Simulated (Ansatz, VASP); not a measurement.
# C: VASP beside Ansatz

One calculation is typed for both programs; each brings its own data sets. How far apart do they land? Of the first pair: The structure shown is the end of the Ansatz relaxation below.

Method: plane waves, with VASP 6.6.1 beside it; single point at PBEsol with D3(BJ), in Ansatz 0.2.0.

## Step 1: Starting point

The cell holds 12 atoms: 12 C. Cell: a = 2.458 Å, b = 2.458 Å, c = 57.300 Å, α = 90.0°, β = 90.0°, γ = 120.0°. Vacuum lies along c.

Coordinates:

```cif
data_structure
_symmetry_space_group_name_H-M 'P 1'
_symmetry_Int_Tables_number 1
_cell_length_a 2.4581
_cell_length_b 2.4581
_cell_length_c 57.3000
_cell_angle_alpha 90.000
_cell_angle_beta 90.000
_cell_angle_gamma 120.000
_cell_volume 299.84
loop_
_atom_site_label
_atom_site_type_symbol
_atom_site_fract_x
_atom_site_fract_y
_atom_site_fract_z
_atom_site_occupancy
C1 C 0.00000 0.00000 0.14191 1
C2 C 0.33333 0.66667 0.14190 1
C3 C 0.00000 0.00000 0.19965 1
C4 C 0.66667 0.33333 0.19965 1
C5 C 0.00000 0.00000 0.25712 1
C6 C 0.33333 0.66667 0.25712 1
C7 C 0.00000 0.00000 0.31444 1
C8 C 0.66667 0.33333 0.31444 1
C9 C 0.00000 0.00000 0.37191 1
C10 C 0.33333 0.66667 0.37190 1
C11 C 0.00000 0.00000 0.42964 1
C12 C 0.66667 0.33333 0.42965 1
```

## Step 2: Ansatz: relaxation, PBEsol with D3(BJ)

Ansatz runs on its PAW soft_1 files.

This run makes the geometry at which the two programs are then compared.

Input file input.yaml:

```yaml
crystal:
  lattice:
    - [2.4581218968, 0.0, 0.0]
    - [-1.2290609484, 2.1287960082, 0.0]
    - [0.0, 0.0, 57.299975]
  atoms:
    - { symbol: C, position: [0.0, 0.0, 0.1419097073] }
    - { symbol: C, position: [0.3333333333, 0.6666666667, 0.1418998512] }
    - { symbol: C, position: [0.0, 0.0, 0.1996476226] }
    - { symbol: C, position: [0.6666666667, 0.3333333333, 0.1996491611] }
    - { symbol: C, position: [0.0, 0.0, 0.2571172326] }
    - { symbol: C, position: [0.3333333333, 0.6666666667, 0.2571152835] }
    - { symbol: C, position: [0.0, 0.0, 0.3144362454] }
    - { symbol: C, position: [0.6666666667, 0.3333333333, 0.3144381944] }
    - { symbol: C, position: [0.0, 0.0, 0.3719058554] }
    - { symbol: C, position: [0.3333333333, 0.6666666667, 0.3719043168] }
    - { symbol: C, position: [0.0, 0.0, 0.4296437707] }
    - { symbol: C, position: [0.6666666667, 0.3333333333, 0.4296536268] }
  periodic: [true, true, false]
kpoints:
  mp_grid: { grid: [18, 18, 1] }
hamiltonian:
  xc: pbesol
  dispersion: d3bj
  pseudopotentials: { kind: paw, azcp: { folder: soft_1 }, xc_functional: pbe }
scf:
  occupations: { method: methfessel_paxton, width: 0.2 }
output:
  forces: true
  stress: true
  eigenvalues: true
relax:
  adjacent_minimum: "off"
  f_tol: 0.001
  max_steps: 60
  cell: { stress_2d_tol: 0.002 }
```

Started as:

```console
> ansatz run input.yaml --threads 8 --pin off --max-ram 20480MiB --backend cpu --events-out ev --progress --plain --runs-dir out
```

Numbers of over 12 decimals in the logs are rounded to 6 here.

The program printed:

```text
Engine: ansatz 0.2.0, aarch64-unknown-linux-gnu
Pseudopotentials: kind: paw
Pseudopotential: C, paw, valence charge 4, recommended cutoff 420 eV (normal), soft_1/C.paw.azcp
Functional definition: PBEsol
  exchange = pbesol_x
  correlation = pbesol_c
Crystal: 12 atoms, lattice volume = 299.842 Å³
Basis set: ecut = 420 eV, 5669 PW (Γ), exchange–correlation on 36×36×768 points (8 copies of the dense FFT grid, shifted against one another)
Bands: 36, of which v1, the nominal top of the filled ones, is band 24 counted from 1 (23 counted from 0)
Symmetry: 12 space group operations
Space group: P-3m1 (ITA 164), of the structure as read, at distance tolerance 6.7e-5 Å
k-points: 37 of 324
Non-local potential: C, projectors of the file, l = 0: 2, l = 1: 2, l = 2: 1
PAW form: soft (Blöchl's): semilocal exchange-correlation on the pseudo side does not see the compensation charge
PAW frozen core: C, regenerated for the run's functional, and the local potential with it (the file was generated under x = pbe(κ = 0.804, μ = 0.219515), c = pbe(β = 0.066725))
PAW one-centre angular grid: C, 110 points (default); XC on 64 Gauss nodes
Initial density: superposition of atomic densities (neutral atoms: chi_scale 0, normalization atom)
Initial wavefunctions: pseudopotential atomic-orbital guess
Functional: x = pbesol(κ = 0.804, μ = 0.123457), c = pbesol(β = 0.046)
SCF iter   1: F=—  HF=-2967.913196 eV  |F-HF|=—  |Δ(HF+E_count)|=         —  Δρ=7.59e-2  dr2=1.48e1  ethr=3.10e-3  ⟨swp⟩=18.5  Hψ=12034  notcnv=0  defer=21
preconditioner: auto → LDOS  [metal: Δε(μ)=0.052 eV  Ē_g=16.402 eV  σ=0.200 eV  W_gap=0.22  n_scr=36 (ndim 8)  ℏωp=14.9 eV  f_vac=0.641  D(μ)=0.35/eV (n_scr^D=8)  β→1.0]
SCF iter   2: F=—  HF=-2962.641896 eV  |F-HF|=—  |Δ(HF+E_count)|=    5.27e0  S|Δr|=    0.00e0  Δρ=2.79e-2  dr2=2.55e0  ethr=3.10e-3  ⟨swp⟩=9.8  Hψ=6185  notcnv=0  defer=223
SCF iter   3: F=—  HF=-2961.488191 eV  |F-HF|=—  |Δ(HF+E_count)|=    1.15e0  S|Δr|=    0.00e0  Δρ=4.18e-3  dr2=6.28e-2  ethr=3.10e-3  ⟨swp⟩=6.2  Hψ=3709  notcnv=0  defer=236
SCF iter   4: F=—  HF=-2961.471790 eV  |F-HF|=—  |Δ(HF+E_count)|=   1.64e-2  S|Δr|=    0.00e0  Δρ=2.78e-3  dr2=2.54e-2  ethr=1.31e-4  ⟨swp⟩=4.0  Hψ=3039  notcnv=0  defer=224
SCF iter   5: F=—  HF=-2961.465998 eV  |F-HF|=—  |Δ(HF+E_count)|=   5.79e-3  S|Δr|=    0.00e0  Δρ=9.50e-4  dr2=3.25e-3  ethr=5.29e-5  ⟨swp⟩=2.7  Hψ=2186  notcnv=0  defer=216
SCF iter   6: F=—  HF=-2961.465173 eV  |F-HF|=—  |Δ(HF+E_count)|=   8.25e-4  S|Δr|=    0.00e0  Δρ=2.48e-4  dr2=1.63e-4  ethr=6.77e-6  ⟨swp⟩=2.8  Hψ=2299  notcnv=0  defer=215
SCF iter   7: F=—  HF=-2961.465135 eV  |F-HF|=—  |Δ(HF+E_count)|=   3.79e-5  S|Δr|=    0.00e0  Δρ=3.84e-5  dr2=4.32e-6  ethr=3.39e-7  ⟨swp⟩=2.3  Hψ=2060  notcnv=0  defer=214
SCF iter   8: F=—  HF=-2961.465211 eV  |F-HF|=—  |Δ(HF+E_count)|=   7.53e-5  S|Δr|=    0.00e0  Δρ=8.96e-6  dr2=2.31e-7  ethr=8.99e-9  ⟨swp⟩=3.0  Hψ=2749  notcnv=0  defer=213
iter 9 did not close the SCF: its close was put off until two iterations running show no level that it waits for move by more than its bar (scf_convergence_deferred on its scf_iter line)
SCF iter   9: F=-2961.465211 eV  HF=-2961.465211 eV  |F-HF|=3.68e-8  |Δ(HF+E_count)|=   3.83e-7  S|Δr|=    0.00e0  Δρ=2.58e-6  dr2=2.92e-8  ethr=2.08e-10  ⟨swp⟩=60.2  Hψ=18071  notcnv=0
[...]
SCF 1 converged in 12 iterations: F = -2961.465211 eV  dr2 = 9.17e-12
  greatest PAW one-centre occupation: 0.673 electrons in one spin orbital (limit 2), on the C atom at site 6 (counted from 0), in its partial waves of l = 0
relax step   1: F+E_penalty+E_count = -2961.46521108 eV  Δ(F+E_penalty+E_count) = +0.000e0 eV  max|allowed force component| = 3.451e-5 eV/Å  Δτ_max = 0.0000 Å  P = +0.002 N/m  Ω = 299.842 Å³  fix = [c, alpha, beta]  reactions: c +0.000 N/m  (12 SCF iters, dr2 threshold 1.00e-7 eV, accepted)
Initial density: handed on by an earlier stage of this run
Initial wavefunctions: pseudopotential atomic-orbital guess (no wavefunctions were taken with the density)
iter 1 solved again at ethr=3.06e-7 eV; its pass at ethr=3.10e-3 eV (dr2=1.47e-4 eV) is discarded
SCF iter   1: F=—  HF=-2961.465138 eV  |F-HF|=—  |Δ(HF+E_count)|=         —  Δρ=1.52e-6  dr2=2.78e-9  ethr=3.06e-7  ⟨swp⟩=7.2  Hψ=19605  notcnv=0
eigensolver tolerance schedule: the retry pair's looser diagonalisation over-reported the residual by 52846.98 of it (diagonalisation noise at an unbounded share of the residual, at the tolerance the schedule requests for it); recorded, not acted on — ethr = c·dr2/N_el stays at c = 1.0e-1
preconditioner: auto → LDOS  [metal: Δε(μ)=0.018 eV  Ē_g=15.330 eV  σ=0.200 eV  W_gap=0.08  n_scr=36 (ndim 8)  ℏωp=14.9 eV  f_vac=0.648  D(μ)=0.34/eV (n_scr^D=8)  β→1.0]
SCF iter   2: F=—  HF=-2961.465211 eV  |F-HF|=—  |Δ(HF+E_count)|=   7.34e-5  S|Δr|=    0.00e0  Δρ=1.70e-6  dr2=4.78e-9  ethr=5.80e-12  ⟨swp⟩=5.9  Hψ=4933  notcnv=0
SCF iter   3: F=—  HF=-2961.465211 eV  |F-HF|=—  |Δ(HF+E_count)|=   1.69e-9  S|Δr|=    0.00e0  Δρ=8.49e-7  dr2=8.03e-10  ethr=5.80e-12  ⟨swp⟩=2.8  Hψ=2338  notcnv=0
SCF iter   4: F=—  HF=-2961.465211 eV  |F-HF|=—  |Δ(HF+E_count)|=  9.00e-11  S|Δr|=    0.00e0  Δρ=6.38e-7  dr2=5.00e-10  ethr=1.67e-12  ⟨swp⟩=1.7  Hψ=1634  notcnv=0
SCF iter   5: F=—  HF=-2961.465211 eV  |F-HF|=—  |Δ(HF+E_count)|=  3.75e-10  S|Δr|=    0.00e0  Δρ=4.35e-7  dr2=2.31e-10  ethr=1.04e-12  ⟨swp⟩=1.7  Hψ=1710  notcnv=0
SCF iter   6: F=—  HF=-2961.465211 eV  |F-HF|=—  |Δ(HF+E_count)|=  1.68e-10  S|Δr|=    0.00e0  Δρ=2.08e-7  dr2=4.85e-11  ethr=4.81e-13 (applied; sched 1.00e-12)  ⟨swp⟩=2.4  Hψ=2204  notcnv=0
SCF iter   7: F=—  HF=-2961.465211 eV  |F-HF|=—  |Δ(HF+E_count)|=  2.54e-10  S|Δr|=    0.00e0  Δρ=1.35e-7  dr2=2.13e-11  ethr=1.01e-13 (applied; sched 1.00e-12)  ⟨swp⟩=2.0  Hψ=1909  notcnv=0  defer=4
SCF iter   8: F=—  HF=-2961.465211 eV  |F-HF|=—  |Δ(HF+E_count)|=  1.80e-10  S|Δr|=    0.00e0  Δρ=6.29e-8  dr2=4.84e-12  ethr=4.45e-14 (applied; sched 1.00e-12)  ⟨swp⟩=2.5  Hψ=2106  notcnv=0  defer=9
SCF iter   9: F=-2961.465211 eV  HF=-2961.465211 eV  |F-HF|=2.91e-10  |Δ(HF+E_count)|=  1.60e-10  S|Δr|=    0.00e0  Δρ=8.38e-9  dr2=7.29e-14  ethr=1.00e-12  ⟨swp⟩=34.2  Hψ=11334  notcnv=0
the search or the solves at the SCF's close seem to have found levels that the self-consistency loop had missed (the run counts 2). By its estimate they hold under 1e-12 electrons; where the run keeps them, the occupations were computed again with them
SCF 2 converged in 9 iterations: F = -2961.465211 eV  dr2 = 7.29e-14
relax step   2: F+E_penalty+E_count = -2961.46521108 eV  Δ(F+E_penalty+E_count) = -4.034e-10 eV  max|allowed force component| = 3.239e-5 eV/Å  Δτ_max = 0.0000 Å  P = +0.002 N/m  Ω = 299.842 Å³  fix = [c, alpha, beta]  reactions: c +0.000 N/m  stress off target by 1.68e-3 N/m on what of the cell is left free  SCF on the basis re-selected at this cell (its energy is not comparable with the rows above)  (9 SCF iters)
basis re-selected at this cell: Δ(F+E_penalty+E_count) = -4.034e-10 eV, ΔP = +0.000 N/m vs the last step (what re-selecting the basis moved, of the pressure what is left beyond the Pulay correction that the steps carried, after the strain that the cell walked since its last selection, with what the two solves' SCF thresholds leave and, on support functions, any second-order correction that the steps lacked; it is no  [...]
SCF converged after 9 iterations
Stability not checked: this state was not tested for a lower state beside it, because cold or Methfessel-Paxton smearing, or corrected tetrahedra, fill the levels in a way that the test cannot read (fill_not_monotonic; see scf.lower_state_search)
Free energy (F): -2961.465211 eV
Harris-Foulkes:  -2961.465211 eV  (|F-HF|=2.91e-10)
Internal energy: -2961.463357 eV  (E = F + TS)
E sigma→0 (E₀):  -2961.464748 eV
Entropy (-TS):   -0.001854 eV (-0.155 meV/atom)
Fermi energy:    -4.347196 eV
Step filling:    the computed levels leave a gap of 0.0000 eV = 0.0 smearing widths at the electron count; against every level under it full and every level over it empty, smearing changes F+E_penalty+E_count by -1.553 meV and its σ→0 estimate by -1.090 meV
--- Per-component energies (eV) ---
  E_band       = -646.907685
  E_kinetic    = 1062.220161
  E_local      = -312908.823901  (includes V_loc(G=0)·N_el)
  E_nonlocal   = 282.733711
  E_hartree    = 155851.989042
  E_xc         = -559.182310
  E_vxc        = -691.337607  (∫ρ·V_xc dr)
  E_paw        = -1154.682754  (= ΣΔE_a)
  E_vpaw       = -95.678286  (= ΣTr[D̂ρ^β])
  E_aug_tail   = 0.000179  (compensation charges beyond the density's cutoff)
  E_ewald      = 154465.230108
  E_disp       = -1.200799  (pairwise vdW)
  E_core_change = 0.253206  (= ΣΔE_core)
  E_smearing   = -0.001854  (= −TS)
  E_closure    = -0.000000  (closes the sum)
  Σ components = -2961.465211   (vs F -2961.465211, Δ=0.00e0)
--- Forces (eV/Å), atoms counted from 1 ---
  atom   1  C      0.00000000    -0.00000000    -0.00002880
  atom   2  C     -0.00000000     0.00000000     0.00003239
  atom   3  C      0.00000000     0.00000000    -0.00000415
  atom   4  C     -0.00000000    -0.00000000    -0.00001559
  atom   5  C      0.00000000    -0.00000000     0.00003011
  atom   6  C      0.00000000     0.00000000    -0.00000458
  atom   7  C      0.00000000     0.00000000    -0.00003011
  atom   8  C      0.00000000    -0.00000000     0.00000458
  atom   9  C     -0.00000000    -0.00000000     0.00000415
  atom  10  C      0.00000000     0.00000000     0.00001559
  atom  11  C     -0.00000000     0.00000000     0.00002880
  atom  12  C     -0.00000000    -0.00000000    -0.00003239
  max |Σ_I F_I| component: 1.11e-16 eV/Å
--- 2D stress c σ (N/m, compression-positive) ---
        0.001677       0.000000       0.000000
        0.000000       0.001677       0.000000
        0.000000       0.000000       0.000000
  P = ½ c Tr σ = 0.0017 N/m
--- Band table (eV; the first three rows and the last of 37) ---
  k-point 0: bands = [... 20 lower, -7.2958, -7.2958, -7.2889, -7.2889, -0.6845 (-0.6852°), -0.6522 (-0.6530°), 0.1971, 0.4427, ... 8 higher]
  k-point 1: bands = [... 20 lower, -7.4679, -7.4618, -7.4539, -7.4457, -0.5866 (-0.5873°), -0.5536 (-0.5545°), 0.2893, 0.5428, ... 8 higher]
  k-point 2: bands = [... 20 lower, -7.8940, -7.8850, -7.8748, -7.8646, -0.2929 (-0.2935°), -0.2581 (-0.2589°), 0.5656, 0.8429, ... 8 higher]
  k-point 36: bands = [... 20 lower, -4.5103, -4.3645, -4.3645, -4.3465, -4.3465, -4.3307, -4.3307, -4.1772, ... 8 higher]
  ° read free of the cell's end (the report's vacuum.weakly_bound_levels)
--- Relaxed structure (1 steps of the walk, 1 accepted, 1 SCFs on fresh bases) ---
  F+E_penalty+E_count = -2961.46521108 eV   max|allowed force component| = 3.239e-5 eV/Å   (the final SCF, on the basis selected at the relaxed cell)
  cell:  # Å, volume = 299.8416 Å³
    - [2.458122, 0.0, 0.0]
    - [-1.229061, 2.128796, 0.0]
    - [0.0, 0.0, 57.299975]
  atoms:
    - { symbol: C, position: [0.0, 0.0, 0.141910] }
    - { symbol: C, position: [0.333333, 0.666667, 0.141900] }
    - { symbol: C, position: [0.0, 0.0, 0.199648] }
    - { symbol: C, position: [0.666667, 0.333333, 0.199649] }
    - { symbol: C, position: [0.0, 0.0, 0.257117] }
    - { symbol: C, position: [0.333333, 0.666667, 0.257115] }
    - { symbol: C, position: [0.0, 0.0, 0.314436] }
    - { symbol: C, position: [0.666667, 0.333333, 0.314438] }
    - { symbol: C, position: [0.0, 0.0, 0.371906] }
    - { symbol: C, position: [0.333333, 0.666667, 0.371904] }
    - { symbol: C, position: [0.0, 0.0, 0.429644] }
    - { symbol: C, position: [0.666667, 0.333333, 0.429654] }
```

[end of part 1 of 3]

[Lines on the potential files, build, host, timing and source positions are cut from VASP's logs without a mark.]

[Logs are printed without paths, hosts, clocks, repeated set-up lines and the standing remarks that a program may print on its own settings, such as how far it seeks lower states.]

[Hosts, paths, dates, database ids (printed as entryN), source tags and the programs' standing remarks are cut or masked in the printed files.]
